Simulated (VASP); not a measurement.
OSZICAR of a VASP run on Sc (hcp):

OSZICAR:
```
       N       E                     dE             d eps       ncg     rms          rms(c)
DAV:   1     0.391351441632E+03    0.39135E+03   -0.11122E+04  2544   0.156E+03
DAV:   2     0.111375979498E+02   -0.38021E+03   -0.37414E+03  3430   0.657E+02
DAV:   3    -0.135329213702E+02   -0.24671E+02   -0.24028E+02  4245   0.193E+02
DAV:   4    -0.139088584812E+02   -0.37594E+00   -0.37374E+00  3888   0.241E+01
DAV:   5    -0.139153285184E+02   -0.64700E-02   -0.64685E-02  4200   0.315E+00    0.750E+00
DAV:   6    -0.126624139848E+02    0.12529E+01   -0.29678E+00  3164   0.224E+01    0.223E+00
DAV:   7    -0.125066636567E+02    0.15575E+00   -0.70846E-01  3276   0.994E+00    0.879E-01
DAV:   8    -0.124966325239E+02    0.10031E-01   -0.31081E-02  3493   0.264E+00    0.251E-01
DAV:   9    -0.124950352730E+02    0.15973E-02   -0.89884E-03  3327   0.116E+00    0.217E-02
DAV:  10    -0.124950532453E+02   -0.17972E-04   -0.13800E-04  4291   0.183E-01    0.783E-03
DAV:  11    -0.124950492343E+02    0.40110E-05   -0.29283E-06  3969   0.256E-02    0.216E-03
DAV:  12    -0.124950507872E+02   -0.15528E-05   -0.50609E-07  2919   0.914E-03    0.979E-04
DAV:  13    -0.124950502597E+02    0.52748E-06   -0.27813E-08  2072   0.301E-03    0.107E-04
DAV:  14    -0.124950502520E+02    0.76730E-08   -0.78974E-09  1946   0.243E-03
   1 F= -.13026152E+02 E0= -.13025628E+02  d E =-.130262E+02
```

Task: Which electronic solver shows in the log?

Result: It is blocked Davidson (ALGO = Normal, or the opening steps of other solvers). The INCAR had ALGO = Normal.

Task: Can the final energy be trusted as converged?

Result: Self-consistency was reached. It stopped with EDIFF = 1E-7, NELM = 100, NSW = 30 and EDIFFG = -0.01 after 1 ionic step (PBE GGA with D3 dispersion (zero damping), plane waves, VASP's PBE PAW potentials (set 64)).

The compound is Sc in the hcp structure. This cell is one point of a volume scan, at 1.06 of the reference volume.
